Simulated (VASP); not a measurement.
Be3CdO4:

```
CELL_PARAMETERS angstrom
4.71495 0.00000 0.00000
-2.35747 4.08326 0.00000
0.00000 0.00000 5.12418
ATOMIC_POSITIONS crystal
Be 0.50000 0.00000 0.00000
Be 0.00000 0.50000 0.00000
Be 0.50000 0.50000 0.00000
Cd 0.00000 0.00000 0.00000
O 0.50000 0.00000 0.50000
O 0.00000 0.50000 0.50000
O 0.50000 0.50000 0.50000
O 0.00000 0.00000 0.50000
```

The cell was built by a generator and needn't be a form met in nature.

- Program: VASP 6.6.1
- Task: relaxation of cell and atoms
- Functional: PBE
- Potentials or basis: VASP PAW PBE potentials, release 64 (Be, Cd, O)
- Cutoff: 520 eV
- k mesh: 4 × 4 × 3
- Occupations: gaussian, width 0.15 eV
- Spin: no spin polarisation

At the start: pressure -8.8 GPa; volume 12.33 Å³/atom.

Where does the relaxation end?

Over 20 steps the energy falls by 1519.6 meV/atom and the volume is 13.02 Å³/atom (+5.6 %); space group P6/mmm (No. 191, to 0.05 Å).

The path:
```tsv
step	energy change (eV)	largest force (eV/Å)	pressure (GPa)	volume (Å³)
1	0.0000	0.0000	-8.78	98.65
2	-0.7614	0.0000	-3.64	89.22
3	-1.2629	0.0000	3.16	80.98
4	-1.3701	0.0000	38.41	65.53
5	-1.5270	0.0000	12.59	75.02
6	-1.9145	0.0000	14.31	73.62
7	-3.0398	0.0000	26.05	69.66
8	-1.8746	0.0000	112.36	60.74
9	-3.5053	0.0000	37.07	67.57
10	-3.7082	0.0000	63.56	64.25
11	-3.7753	0.0000	53.15	65.34
12	-4.1146	0.0000	57.33	65.37
13	-4.5942	0.0000	74.61	65.30
14	-5.4125	0.0000	70.82	67.03
15	-7.5280	0.0000	59.08	72.31
16	-9.7401	0.0000	45.99	83.26
17	-9.9048	0.0000	42.65	88.58
18	-11.9101	0.0000	12.52	98.55
19	-12.1521	0.0000	1.62	103.43
20	-12.1568	0.0000	0.45	104.19
```

Final structure:
```
CELL_PARAMETERS angstrom
6.04441 0.00000 0.00000
-3.02220 5.23461 0.00000
0.00000 0.00000 3.29299
ATOMIC_POSITIONS crystal
Be 0.50000 0.00000 0.00000
Be 0.00000 0.50000 0.00000
Be 0.50000 0.50000 0.00000
Cd 0.00000 0.00000 0.00000
O 0.50000 0.00000 0.50000
O 0.00000 0.50000 0.50000
O 0.50000 0.50000 0.50000
O 0.00000 0.00000 0.50000
```
